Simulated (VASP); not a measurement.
A run of VASP 6.6.1 is set up as follows.

The input INCAR:

```
PREC = Accurate ; ENCUT = 520
EDIFF = 1E-7 ; ISMEAR = 0
SIGMA = 0.1 ; LREAL = F
LASPH = T ; NELM = 100
ALGO = Normal ; ISIF = 2
LWAVE = F ; LCHARG = F
GGA = PE ; NBANDS = 24
```

The input KPOINTS:

```
regular mesh
0
Gamma
  4 4 4
```

Contents of POSCAR:

```
CuRe3
1.0
    4.0236361700      0.0000000000      0.0000000000
    0.0000000000      4.0236361700      0.0000000000
    0.0000000000      0.0000000000      4.0236361700
Cu Re
1 3
Direct
    0.0000000000      0.0000000000      0.0000000000
    0.0000000000      0.5000000000      0.5000000000
    0.5000000000      0.0000000000      0.5000000000
    0.5000000000      0.5000000000      0.0000000000
```

Potentials or basis: VASP PAW PBE potentials, release 64 (Cu, Re).

Launch:

```bash
$ cat potpaw_PBE.64/Cu/POTCAR potpaw_PBE.64/Re/POTCAR > POTCAR
$ mpirun -np 1 vasp_std > vasp.out
```

Question: Predict the band gap on the k mesh.

Answer: None (metal or under the smearing width).

Question: What does it give for the pressure?

Answer: -31.9 GPa.

Caveat: the k mesh is coarse (spacing up to 0.39 Å⁻¹), so the values aren't converged; a pressure of tens of GPa on the cell as given is suspect, and the run, the potentials or the cell itself is likely at fault. Spin-orbit coupling is left out, which matters for the levels of Re.
